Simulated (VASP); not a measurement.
Input:

```
TiSi
1.0
    3.10135     0.00000     0.00000
    0.00000     3.10135     0.00000
    0.00000     0.00000     3.10135
Ti Si
1 1
Direct
  0.00000   0.00000   0.00000
  0.50000   0.50000   0.50000
```

Calculation: r2SCAN meta-GGA, VASP's PBE PAW potentials (set 64) (plane waves; VASP). Numerical set-up: 400 eV cut-off, 13×13×13 Γ-centred mesh, tetrahedra with Blöchl corrections, potentials Ti_sv Si.

Task: Tabulate the total density of states (states/eV per cell) against energy (eV; zero at the valence-band maximum or, without a gap, the Fermi level).

Result: 
(E (eV), DOS (states/eV)): (-9.89, 0.37); (-9.77, 0.40); (-9.53, 0.47); (-9.41, 0.50); (-9.17, 0.65); (-9.05, 0.72); (-8.81, 0.69); (-8.70, 0.68); (-8.58, 0.67); (-8.34, 0.64); (-8.22, 0.63); (-7.98, 0.59); (-7.86, 0.51); (-7.74, 0.39); (-7.50, 0.27); (-7.38, 0.24); (-7.15, 0.18); (-7.03, 0.15); (-6.79, 0.12); (-6.67, 0.11); (-6.55, 0.13); (-6.31, 0.20); (-6.19, 0.23); (-5.95, 0.27); (-5.83, 0.29); (-5.72, 0.32); (-5.48, 0.37); (-5.36, 0.41); (-5.12, 0.48); (-5.00, 0.53); (-4.76, 0.66); (-4.64, 0.78); (-4.52, 1.20); (-4.29, 1.70); (-4.17, 1.49); (-3.93, 1.09); (-3.81, 1.11); (-3.69, 1.08); (-3.45, 0.95); (-3.33, 0.96); (-3.09, 0.94); (-2.97, 0.91); (-2.74, 0.84); (-2.62, 0.88); (-2.50, 0.75); (-2.26, 0.71); (-2.14, 0.70); (-1.90, 0.79); (-1.78, 0.84); (-1.66, 0.71); (-1.43, 0.56); (-1.31, 0.53); (-1.07, 0.53); (-0.95, 0.65); (-0.71, 0.94); (-0.59, 1.18); (-0.47, 2.18); (-0.23, 3.37); (-0.11, 3.03); (0.12, 2.40); (0.24, 2.49); (0.36, 2.44); (0.60, 2.00); (0.72, 1.48); (0.96, 2.14); (1.08, 3.03); (1.32, 1.84); (1.44, 1.49); (1.55, 1.32); (1.79, 1.49); (1.91, 1.45); (2.15, 1.10); (2.27, 0.91); (2.39, 0.79); (2.63, 0.71); (2.75, 0.88); (2.98, 1.64); (3.10, 2.78); (3.34, 2.60); (3.46, 1.72)
Within 2 eV below the Fermi level the largest weight inside VASP's projection spheres is Ti d.

The structure was generated: TiSi was put into the CsCl type (Pm-3m), which need not be its known phase. It was relaxed first.
